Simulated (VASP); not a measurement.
Crystal: Hf2ZrGe3.

```
Zr Hf Ge
1.0
     1.91500   -5.00000    0.00000
     1.91500    5.00000    0.00000
     0.00000    0.00000   11.34000
Zr Hf Ge
2 4 6
Direct
  0.86000 0.14000 0.75000
  0.14000 0.86000 0.25000
  0.86000 0.14000 0.41667
  0.14000 0.86000 0.58333
  0.14000 0.86000 0.91667
  0.86000 0.14000 0.08333
  0.42500 0.57500 0.91667
  0.57500 0.42500 0.08333
  0.57500 0.42500 0.41667
  0.42500 0.57500 0.58333
  0.42500 0.57500 0.25000
  0.57500 0.42500 0.75000
```

The cell was built by a generator and needn't be a form met in nature.

* Program: VASP 6.6.1
* Task: relaxation of cell and atoms
* Functional: PBE
* Potentials or basis: VASP PAW PBE potentials, release 64 (Zr_sv, Hf_pv, Ge_d)
* Cutoff: 520 eV
* k mesh: 5 × 5 × 2
* Occupations: gaussian, width 0.15 eV
* Spin: no spin polarisation

At the start: pressure 4.6 GPa; volume 18.10 Å³/atom.

Question: Where does the relaxation end?

Answer: Over 13 steps the energy falls by 96.0 meV/atom and the volume is 18.58 Å³/atom (+2.6 %); space group Cmcm (No. 63, to 0.05 Å).

Step by step:
```csv
step,energy change (eV),largest force (eV/Å),pressure (GPa),volume (Å³)
1,0.0000,2.1693,4.57,217.16
2,-0.8751,0.4249,-5.47,233.71
3,-0.9132,0.6896,-4.58,230.62
4,-1.0320,0.5352,3.30,218.16
5,-1.1119,0.2813,-0.12,222.90
6,-1.1120,0.2911,0.79,222.61
7,-1.1333,0.1914,0.02,223.18
8,-1.1337,0.1803,0.00,223.15
9,-1.1446,0.0954,0.11,223.23
10,-1.1501,0.0912,-0.13,223.36
11,-1.1507,0.0848,-0.13,223.34
12,-1.1521,0.0226,0.63,222.79
13,-1.1521,0.0430,-0.02,222.90
```

Final structure:
```yaml
crystal:
  lattice:
    - [1.90421, -5.06119, 0.00000]
    - [1.90421, 5.06119, 0.00000]
    - [0.00000, 0.00000, 11.56420]
  atoms:
    - { symbol: Zr, position: [0.85760, 0.14240, 0.75000] }
    - { symbol: Zr, position: [0.14240, 0.85760, 0.25000] }
    - { symbol: Hf, position: [0.85698, 0.14302, 0.41704] }
    - { symbol: Hf, position: [0.14302, 0.85698, 0.58296] }
    - { symbol: Hf, position: [0.14302, 0.85698, 0.91704] }
    - { symbol: Hf, position: [0.85698, 0.14302, 0.08296] }
    - { symbol: Ge, position: [0.41019, 0.58981, 0.91768] }
    - { symbol: Ge, position: [0.58981, 0.41019, 0.08231] }
    - { symbol: Ge, position: [0.58981, 0.41019, 0.41768] }
    - { symbol: Ge, position: [0.41019, 0.58981, 0.58232] }
    - { symbol: Ge, position: [0.41086, 0.58914, 0.25000] }
    - { symbol: Ge, position: [0.58914, 0.41086, 0.75000] }
```

Caveat: the relaxation stopped at a loose force limit of 0.08 eV/Å, so its end isn't a converged minimum.
